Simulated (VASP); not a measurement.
The input files of a VASP run:

File POSCAR:
```
Si
1
    0.0000000000     2.7155000000     2.7155000000
    2.7155000000     0.0000000000     2.7155000000
    2.7155000000     2.7155000000     0.0000000000
Si
2
Direct
  0.0000000000   0.0000000000   0.0000000000
  0.2500000000   0.2500000000   0.2500000000
```

**KPOINTS**
```
kpoints
0
gamma
  8 8 8
```

### INCAR
```
SYSTEM=Si
PREC=Accurate; ENCUT=520; LREAL=.False.
LASPH=.True.
EDIFF=1E-6; NELM=100; ALGO=Normal
ISMEAR=0; SIGMA=0.05
GGA=PE
IBRION=2; NSW=60; ISIF=3
EDIFFG=-0.01
LWAVE=.False.; LCHARG=.False.
```

POTCAR, in this order: Si (PBE.64 set). Program: vasp_std.

Translate this PBE calculation to Quantum ESPRESSO's pw.x.

One equivalent input (not run):
```
&CONTROL
  calculation = 'vc-relax'
  pseudo_dir = './pseudo'
  outdir = './out'
  tprnfor = .true.
  tstress = .true.
  nstep = 60
  forc_conv_thr = 0.00039
/
&SYSTEM
  ibrav = 0
  nat = 2
  ntyp = 1
  ecutwfc = 36
  occupations = 'smearing'
  smearing = 'gaussian'
  degauss = 0.003675
  input_dft = 'pbe'
/
&ELECTRONS
  conv_thr = 7.3e-08
  electron_maxstep = 100
/
&IONS
/
&CELL
/
ATOMIC_SPECIES
  Si 28.085 Si.upf
CELL_PARAMETERS angstrom
     0.0000000    2.7155000    2.7155000
     2.7155000    0.0000000    2.7155000
     2.7155000    2.7155000    0.0000000
ATOMIC_POSITIONS crystal
  Si   0.0000000  0.0000000  0.0000000
  Si   0.2500000  0.2500000  0.2500000
K_POINTS automatic
  8 8 8 0 0 0
```
What does not carry over: the potentials are each code's own (VASP's PAW set, PseudoDojo norm-conserving files in pw.x), so ENCUT and ecutwfc are chosen apart and not converted; conv_thr bounds pw.x's estimated SCF error, while EDIFF bounds the energy change between steps; forc_conv_thr acts on force components and is met together with etot_conv_thr.

The compound is Si in the diamond structure. This run relaxes it. Symmetry was kept, so distortions that lower it aren't found.
